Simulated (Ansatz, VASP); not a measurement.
# Cross-check of CaO (Lime) between VASP and Ansatz

Wanted: the spread between two codes on one cell, functional and k mesh. The cell is taken from a series of runs on this material, whose earlier steps may have relaxed, scaled, displaced or heated it; both programs get it as it stands.

Method: plane waves, with VASP 6.6.1 beside it; zone-centre phonons at PBE, in Ansatz 0.2.0.

### 1. Starting point

Symmetry: Fm-3m, No. 225, cubic system. Conventional cell: a = 4.831 Å, b = 4.831 Å, c = 4.831 Å, α = 90.00°, β = 90.00°, γ = 90.00°. Nearest to Ca lie 6 O at 2.42 Å. Nearest to O lie 6 Ca at 2.42 Å. Farther neighbours and most contacts between anions are not listed.

As a file:

```cif
data_structure
_symmetry_space_group_name_H-M 'P 1'
_symmetry_Int_Tables_number 1
_cell_length_a 3.4160
_cell_length_b 3.4160
_cell_length_c 3.4160
_cell_angle_alpha 60.000
_cell_angle_beta 60.000
_cell_angle_gamma 60.000
_cell_volume 28.19
loop_
_atom_site_label
_atom_site_type_symbol
_atom_site_fract_x
_atom_site_fract_y
_atom_site_fract_z
_atom_site_occupancy
Ca1 Ca 0.00000 0.00000 0.00000 1
O2 O 0.50000 0.50000 0.50000 1
```

### 2. Ansatz: zone-centre phonons, PBE

Ansatz runs on its default PAW (the set named soft_2) files.

Second derivatives magnify differences that forces hide, and they need a tight electronic threshold.

File input.yaml:

```yaml
crystal:
  lattice:
    - [0.0, 2.4154724062, 2.4154724062]
    - [2.4154724062, 0.0, 2.4154724062]
    - [2.4154724062, 2.4154724062, 0.0]
  atoms:
    - { symbol: Ca, position: [0.0, 0.0, 0.0] }
    - { symbol: O, position: [0.5, 0.5, 0.5] }
kpoints:
  mp_grid: { grid: [8, 8, 8] }
hamiltonian:
  xc: pbe
scf:
  occupations: { method: fixed }
output:
  eigenvalues: true
phonons:
  method: dfpt
  qmesh: [2, 2, 2]
  temperatures: { t_max: 1000, t_step: 50 }
  qpath:
    path:
      - [[0.0, 0.0, 0.0], [0.5, 0.0, 0.5], [0.625, 0.25, 0.625]]
      - [[0.375, 0.375, 0.75], [0.0, 0.0, 0.0], [0.5, 0.5, 0.5], [0.5, 0.25, 0.75], [0.5, 0.0, 0.5]]
    npoints: 10
basis:
  ecutwfc: 360
```

Run with:

```bash
ansatz run input.yaml --threads 4 --pin off --max-ram 7168MiB --backend cpu --events-out ev --progress --plain --runs-dir out
```

Numbers of over 12 decimals in the logs are rounded to 6 here.

Output:

```text
Warning: basis.ecutwfc = 360 eV is below the records' recommended 420 eV, and the density's cutoff is lower with it unless basis.ecutrho_ratio is high enough to keep the records' density cutoff: compare with a run at a higher cutoff
Engine: ansatz 0.2.0, aarch64-unknown-linux-gnu
Pseudopotentials: kind: paw
Pseudopotential: Ca, paw, valence charge 10, recommended cutoff 420 eV (normal), Ca.paw.azcp
Pseudopotential: O, paw, valence charge 6, recommended cutoff 420 eV (normal), O.paw.azcp
Functional definition: PBE
  parameter kappa = 0.804
  parameter beta = 0.066725
  exchange = pbe_x(kappa = kappa, mu = beta*pi^2/3)
  correlation = pbe_c(beta = beta)
Crystal: 2 atoms, lattice volume = 28.186 Å³
Basis set: ecut = 360 eV, 411 PW (Γ), exchange–correlation on 48×48×48 points (8 copies of the dense FFT grid, shifted against one another)
Bands: 12, of which v1, the nominal top of the filled ones, is band 8 counted from 1 (7 counted from 0)
Symmetry: 48 space group operations
k-points: 29 of 512
Non-local potential: Ca, projectors of the file, l = 0: 3, l = 1: 2, l = 2: 2
Non-local potential: O, projectors of the file, l = 0: 2, l = 1: 2, l = 2: 1
PAW form: soft (Blöchl's): semilocal exchange-correlation on the pseudo side does not see the compensation charge
PAW one-centre angular grid: Ca, 110 points (default); XC on 64 Gauss nodes
PAW one-centre angular grid: O, 110 points (default); XC on 64 Gauss nodes
Initial density: superposition of atomic densities (neutral atoms: chi_scale 0, normalization atom), corrected by the library's trained network
Initial wavefunctions: pseudopotential atomic-orbital guess
Functional: x = pbe(κ = 0.804, μ = 0.219515), c = pbe(β = 0.066725)
SCF iter   1: F=—  HF=-2387.662685 eV  |F-HF|=—  |Δ(HF+E_count)|=         —  Δρ=3.08e-3  dr2=3.79e-4  ethr=1.77e-3  ⟨swp⟩=4.8  Hψ=2070  notcnv=0  defer=9
preconditioner: auto → none  [insulator: Δε(μ)=3.634 eV  Ē_g=18.050 eV  n_scr=8 (ndim 8)  ℏωp=26.2 eV  f_vac=0.000  ε∞_Penn≈3.1]
SCF iter   2: F=—  HF=-2387.663061 eV  |F-HF|=—  |Δ(HF+E_count)|=   3.76e-4  Δρ=1.52e-3  dr2=1.23e-4  ethr=2.37e-6  ⟨swp⟩=2.0  Hψ=838  notcnv=0  defer=54
SCF iter   3: F=—  HF=-2387.663537 eV  |F-HF|=—  |Δ(HF+E_count)|=   4.75e-4  Δρ=1.80e-3  dr2=8.31e-4  ethr=7.69e-7  ⟨swp⟩=2.4  Hψ=601  notcnv=0  defer=54  recentre
SCF iter   4: F=—  HF=-2387.663349 eV  |F-HF|=—  |Δ(HF+E_count)|=   1.87e-4  Δρ=4.99e-4  dr2=5.12e-5  ethr=7.69e-7  ⟨swp⟩=2.0  Hψ=521  notcnv=0  defer=39
SCF iter   5: F=—  HF=-2387.663348 eV  |F-HF|=—  |Δ(HF+E_count)|=   1.37e-6  Δρ=1.40e-4  dr2=6.07e-6  ethr=3.20e-7  ⟨swp⟩=2.0  Hψ=449  notcnv=0
SCF iter   6: F=—  HF=-2387.663347 eV  |F-HF|=—  |Δ(HF+E_count)|=   1.40e-6  Δρ=1.31e-4  dr2=5.35e-6  ethr=3.79e-8  ⟨swp⟩=1.0  Hψ=348  notcnv=0
SCF iter   7: F=—  HF=-2387.663347 eV  |F-HF|=—  |Δ(HF+E_count)|=   2.04e-7  Δρ=4.82e-5  dr2=6.97e-7  ethr=3.35e-8  ⟨swp⟩=1.9  Hψ=381  notcnv=0
SCF iter   8: F=—  HF=-2387.663346 eV  |F-HF|=—  |Δ(HF+E_count)|=   6.51e-7  Δρ=6.01e-6  dr2=1.07e-8  ethr=4.35e-9  ⟨swp⟩=2.0  Hψ=432  notcnv=0
SCF iter   9: F=—  HF=-2387.663346 eV  |F-HF|=—  |Δ(HF+E_count)|=   2.53e-9  Δρ=8.78e-7  dr2=2.11e-10  ethr=6.70e-11  ⟨swp⟩=2.0  Hψ=434  notcnv=0
SCF iter  10: F=-2387.663346 eV  HF=-2387.663346 eV  |F-HF|=4.55e-13  |Δ(HF+E_count)|=  4.87e-11  Δρ=2.06e-8  dr2=1.25e-13  ethr=1.00e-12  ⟨swp⟩=4.0  Hψ=1468  notcnv=0
SCF 1 converged in 10 iterations: F = -2387.663346 eV  dr2 = 1.25e-13
  greatest PAW one-centre occupation: 0.995 electrons in one spin orbital (limit 2), on the Ca atom at site 0 (counted from 0), in its partial waves of l = 0
k-points: 59 of 512 (irreducible under 8 space group operations, time reversal used)
Initial density: read from a saved state, or passed on in memory by an earlier SCF of this step, an earlier step, the calling program or the single point that the run made first
iter 1 solved again at ethr=6.77e-6 eV; its pass at ethr=3.10e-3 eV (dr2=1.08e-3 eV) is discarded
SCF iter   1: F=—  HF=-2387.663344 eV  |F-HF|=—  |Δ(HF+E_count)|=         —  Δρ=2.91e-6  dr2=1.20e-9  ethr=6.77e-6  ⟨swp⟩=2.3  Hψ=5538  notcnv=0  defer=103
eigensolver tolerance schedule: the retry pair's looser diagonalisation over-reported the residual by 899771.70 of it (diagonalisation noise at an unbounded share of the residual, at the tolerance the schedule requests for it); recorded, not acted on — ethr = c·dr2/N_el stays at c = 1.0e-1
preconditioner: auto → none  [insulator: Δε(μ)=3.649 eV  Ē_g=18.055 eV  n_scr=8 (ndim 8)  ℏωp=26.2 eV  f_vac=0.000  ε∞_Penn≈3.1]
SCF iter   2: F=—  HF=-2387.663346 eV  |F-HF|=—  |Δ(HF+E_count)|=   1.98e-6  Δρ=3.56e-6  dr2=2.91e-9  ethr=7.52e-12  ⟨swp⟩=3.4  Hψ=1620  notcnv=0  defer=14
SCF iter   3: F=—  HF=-2387.663346 eV  |F-HF|=—  |Δ(HF+E_count)|=  6.30e-10  Δρ=1.11e-6  dr2=1.63e-10  ethr=7.52e-12  ⟨swp⟩=2.0  Hψ=918  notcnv=0  defer=14
SCF iter   4: F=—  HF=-2387.663346 eV  |F-HF|=—  |Δ(HF+E_count)|=  3.64e-12  Δρ=8.93e-7  dr2=1.20e-10  ethr=1.00e-12  ⟨swp⟩=3.1  Hψ=2546  notcnv=0
SCF iter   5: F=-2387.663346 eV  HF=-2387.663346 eV  |F-HF|=5.91e-12  |Δ(HF+E_count)|=  8.64e-12  Δρ=1.90e-7  dr2=6.83e-12  ethr=1.00e-12  ⟨swp⟩=2.0  Hψ=1416  notcnv=0
SCF 2 converged in 5 iterations: F = -2387.663346 eV  dr2 = 6.83e-12
DFPT response loops at Γ: preconditioner auto → none (the input reference at scf.mixing.eps_inf says where Resta's filter doesn't serve); β = 0.50; Broyden in place of MSR1
NSCF: frozen V_eff on 29 k-points
NSCF: frozen V_eff on 59 k-points
DFPT response loops at q = (0, 0, 0) (fractional): mixed as the last ones told, above
NSCF: frozen V_eff on 300 k-points
DFPT response loops at q = (0, 0, -0.5) (fractional): preconditioner auto → Resta (q_TF=auto, 2.483 Å⁻¹)  ε∞=4.1 (no band partly filled); β = 1.00, the filter's whole step (`scf.mixing.beta` (0.50) is not read by the response loops at its default; to damp them type it under 1.00, their step now; it binds the ground state too); Broyden in place of MSR1
NSCF: frozen V_eff on 190 k-points
DFPT response loops at q = (0, -0.5, -0.5) (fractional): preconditioner auto → none (the input reference at scf.mixing.eps_inf says where Resta's filter doesn't serve); β = 0.50; Broyden in place of MSR1
SCF converged after 10 iterations
Free energy (F): -2387.663346 eV
Harris-Foulkes:  -2387.663346 eV  (|F-HF|=4.55e-13)
Internal energy: -2387.663346 eV  (E = F + TS)
E sigma→0 (E₀):  -2387.663346 eV
Fermi energy:    7.536744 eV
--- Per-component energies (eV) ---
  E_band       = -104.011504
  E_kinetic    = 456.471389
  E_local      = -899.552523  (includes V_loc(G=0)·N_el)
  E_nonlocal   = 110.746469
  E_hartree    = 298.284535
  E_xc         = -213.380086
  E_vxc        = -268.453808  (∫ρ·V_xc dr)
  E_paw        = -1016.047459  (= ΣΔE_a)
  E_vpaw       = -99.794902  (= ΣTr[D̂ρ^β])
  E_aug_tail   = 0.002796  (compensation charges beyond the density's cutoff)
  E_ewald      = -1124.188468
  E_smearing   = -0.000000  (= −TS)
  E_closure    = -0.000000  (closes the sum)
  Σ components = -2387.663346   (vs F -2387.663346, Δ=0.00e0)
--- Band table (eV; the first three rows and the last of 29) ---
  k-point 0: bands = [... 4 lower, -7.9724, 7.5367, 7.5367, 7.5367, 12.1301, 13.7279, 13.7279, 13.7279]
  k-point 1: bands = [... 4 lower, -7.7684, 7.0005, 7.3286, 7.3286, 12.8096, 13.6846, 13.9849, 13.9849]
  k-point 2: bands = [... 4 lower, -7.3474, 6.0168, 6.8909, 6.8909, 13.7418, 14.2625, 14.6603, 14.6603]
  k-point 28: bands = [... 4 lower, -7.3807, 6.2727, 6.4703, 6.4703, 13.8009, 13.8009, 15.8087, 16.9643]
--- Phonons (Γ-DFPT): 2 representative perturbations + reference (Σ response iterations 7) ---
  ASR residual: 1.954e-5 → 0.000e0 eV/Å²; symmetrization residual: 1.021e-6 eV/Å²
  ASR residual per site (eV/Å²): 1.78e-6 1.95e-5
  Γ frequencies (cm⁻¹): 0.00 0.00 0.00 254.24 254.24 254.24
  Unit cell's response to a homogeneous field, on a k mesh of 8×8×8: 1 representative field direction (Σ response iterations 7)
  ε∞ (high-frequency dielectric tensor):
        3.784784    -0.000000     0.000000
       -0.000000     3.784784    -0.000000
       -0.000000     0.000000     3.784784
  ε⁰ (static dielectric tensor): not given — the deck does not say what the cell's rigid motions are, and on a molecule in a box or a wire the rigid rotations would enter the sum over the modes at Γ. For a crystal or a slab, whose only rigid motions are the translations, set phonons.rigid_motions: translations.
  Born effective charges Z* (e; rows j = field, columns β = displacement):
    site 0:
         2.35209    0.00000   -0.00000
        -0.00000    2.35209   -0.00000
         0.00000    0.00000    2.35209
    site 1:
        -2.35209   -0.00000    0.00000
         0.00000   -2.35209    0.00000
         0.00000   -0.00000   -2.35209
  Z* charge neutrality: 7.941e-6 e pre-enforcement
  k-mesh period / interband length: 27.3 Å / 1.38 Å = 19.86 at k = (0.0000, 0.0000, 0.0000), direct gap 4.593 eV — 14 or more, which is no proof of convergence
  optical modes at Γ without the LO–TO term, one row a degenerate level:
      ω (cm⁻¹)  modes    IR ((D/Å)²/amu)
        254.24      3            33.4872
  optical modes at Γ + LO–TO along q̂ = [1.0000, 0.0000, 0.0000]:
      ω (cm⁻¹)  modes    IR ((D/Å)²/amu)
        254.24      2            22.3248
        536.48      1            11.1624
  optical modes at Γ + LO–TO along q̂ = [0.0000, 1.0000, 0.0000]:
      ω (cm⁻¹)  modes    IR ((D/Å)²/amu)
        254.24      2            22.3248
        536.48      1            11.1624
  optical modes at Γ + LO–TO along q̂ = [0.0000, 0.0000, 1.0000]:
      ω (cm⁻¹)  modes    IR ((D/Å)²/amu)
        254.24      2            22.3248
        536.48      1            11.1624
--- Phonons (arbitrary-q DFPT): 3 irreducible q on the 2×2×2 mesh ---
  q = [0.0000, 0.0000, 0.0000] (star 1, of the zone-centre solve; hermiticity 7.51e-7, symmetrization 3.41e-14): -0.00 -0.00 0.00 254.24 254.24 254.24
  q = [0.0000, 0.0000, -0.5000] (star 4, 2 solved perturbations on 150 of 512 k-point pairs; hermiticity 7.70e-14, symmetrization 7.97e-14): 167.53 167.53 291.37 291.37 362.11 459.77
  q = [0.0000, -0.5000, -0.5000] (star 3, 4 solved perturbations in 308 linear systems a pass and spin channel, the states on 95 of 512 k-point pairs; hermiticity 2.54e-8, symmetrization 1.51e-13): 197.52 197.52 276.95 282.39 282.39 382.72
  sum rule: each row above includes the acoustic sum rule's correction from the zone centre's row sums; it moved no ω² by more than (0.58 cm⁻¹)²
  mesh force constants: q→R imaginary residual 1.21e-17; ASR residual 1.954e-5 → 0.000e0 eV/Å²; symmetrization residual 5.329e-15 eV/Å²
  interpolated dispersion: 63 rows × 6 modes
  density of states and harmonic sums: on the 22×22×22 q-mesh, interpolated from the force constants of a 2×2×2 supercell (with the dipole–dipole term)
  largest difference from the sums on the solved wave vectors: F 4.16e-2 eV, S 7.43e-5 and C_V 3.19e-5 eV/K
  zero-point energy: 0.102875 eV/cell   skipped modes (ω ≤ 0): 3   left out of the sums: 4.70e-5 of the cell's modes: C_V's classical limit lies that fraction below 3 k_B per atom; for a crystal, a wire or a layer, F and S can be off by more, and a phonons.interpolated_qmesh denser along its periods is the remedy for the sampling
```

(Continued in part 2 of 2.)

[Lines on the potential files, build, host, timing and source positions are cut from VASP's logs without a mark.]

[Logs are printed without paths, hosts, clocks, repeated set-up lines and the standing remarks that a program may print on its own settings, such as how far it seeks lower states.]

[Hosts, paths, dates, database ids (printed as entryN), source tags and the programs' standing remarks are cut or masked in the printed files.]
